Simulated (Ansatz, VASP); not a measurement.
**MgPb2N2 in VASP and in Ansatz**

```xyz
5
Lattice="3.3917 0.0000 0.0000 -1.6959 2.9373 0.0000 0.0000 0.0000 9.2350" Properties=species:S:1:pos:R:3 pbc="T T T"
Mg    0.0000    0.0000    0.0000
Pb    1.6959    0.9791    2.6463
Pb    0.0000    1.9582    6.5887
N     1.6959    0.9791    7.9589
N     0.0000    1.9582    1.2761
```

The cell comes from a database or a generator and needn't be the stable form of this composition.

Alike in both runs: task single point; functional LDA; k mesh 6 × 6 × 2; occupations gaussian, width 0.1 eV; no spin polarisation.

|  | VASP | Ansatz |
| --- | --- | --- |
| version | VASP 6.6.1 | Ansatz 0.2.0 |
| potentials or method | VASP PAW LDA potentials, release 64 (Mg, Pb_d, N) | scalar-relativistic, plane waves, PAW |
| plane-wave cutoff (eV) | 520 | 420 |
| valence electrons in the cell | 40 | 48 |

|  | VASP | Ansatz | Ansatz less VASP |
| --- | --- | --- | --- |
| gap on the k mesh at the Fermi level (eV) | 0.61 | 0.60 | -0.003 |
| least direct gap on the mesh (eV) | 0.61 | 0.60 | -0.003 |
| pressure (GPa) | -6.4 | -6.1 | +0.28 |
| largest component of the traceless stress (GPa) | 0.73 | 0.70 | -0.039 |
| rms of the force components (eV/Å) | 0.218 | 0.232 | +0.0138 |

Atom by atom the forces differ by 0.021 eV/Å (rms over components). The two sets of potentials don't hold the same shells in valence.

Caveats: spin-orbit coupling is left out, which as a rule narrows the gap of such compounds by several tenths of an eV. A hybrid or GW would open this gap; LDA tends to underestimate it. A k mesh can miss the band edges.
